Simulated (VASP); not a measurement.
An input for Ansatz (written as the equivalent of a VASP run, and not itself run):

Ansatz 0.2 input:
```yaml
crystal:
  lattice:
    - [5.3251460, 0.0000000, 0.0000000]
    - [0.0000000, 5.3251460, 0.0000000]
    - [0.0000000, 0.0000000, 5.3251460]
  atoms:
    - { symbol: La, position: [0.5000000, 0.0000000, 0.5000000] }
    - { symbol: La, position: [0.0000000, 0.5000000, 0.5000000] }
    - { symbol: La, position: [0.5000000, 0.5000000, 0.0000000] }
    - { symbol: Tl, position: [0.0000000, 0.0000000, 0.0000000] }
    - { symbol: C, position: [0.5000000, 0.5000000, 0.5000000] }
kpoints:
  mp_grid: { grid: [5, 5, 5] }
hamiltonian:
  xc: lda
  pseudopotentials: { kind: paw }
scf:
  occupations: { method: gaussian, width: 0.272 }
  max_iter: 100
output: { forces: true, stress: true, eigenvalues: true }
```

Q: Translate this input to VASP (INCAR, KPOINTS, POSCAR, choice of POTCAR).

A: This is not unique; one that fits is 
### INCAR
```
SYSTEM=La3TlC
PREC=Accurate; ENCUT=400; LREAL=.FALSE.
LASPH=.TRUE.
EDIFF=1E-6; NELM=100; ALGO=Normal
LMAXMIX=6
ISMEAR=0; SIGMA=0.272
ISIF=2
LWAVE=.FALSE.; LCHARG=.FALSE.
```

### KPOINTS
```
K-points
0
gamma
 5 5 5
0 0 0
```

POSCAR:
```
La3TlC
1
    5.3251460000     0.0000000000     0.0000000000
    0.0000000000     5.3251460000     0.0000000000
    0.0000000000     0.0000000000     5.3251460000
La Tl C
3 1 1
Direct
  0.5000000000   0.0000000000   0.5000000000
  0.0000000000   0.5000000000   0.5000000000
  0.5000000000   0.5000000000   0.0000000000
  0.0000000000   0.0000000000   0.0000000000
  0.5000000000   0.5000000000   0.5000000000
```

POTCAR, in this order: La Tl_d C (LDA.64 set). Program: vasp_std.

The two are equivalent in intent, not identical: each code has its own PAW files, so the cut-off isn't converted (ENCUT is set for VASP's; basis.ecutwfc is left out, and Ansatz then takes the one that its files recommend); Ansatz stops its SCF on the density residual and VASP on the energy change (EDIFF); Ansatz's lda is the Perdew-Wang form, while the LDA potentials of VASP carry Perdew-Zunger's.

The structure comes from a computed database's La3TlC entry (Pm-3m); how it stands against other phases isn't given here. The cell was not relaxed at this level.
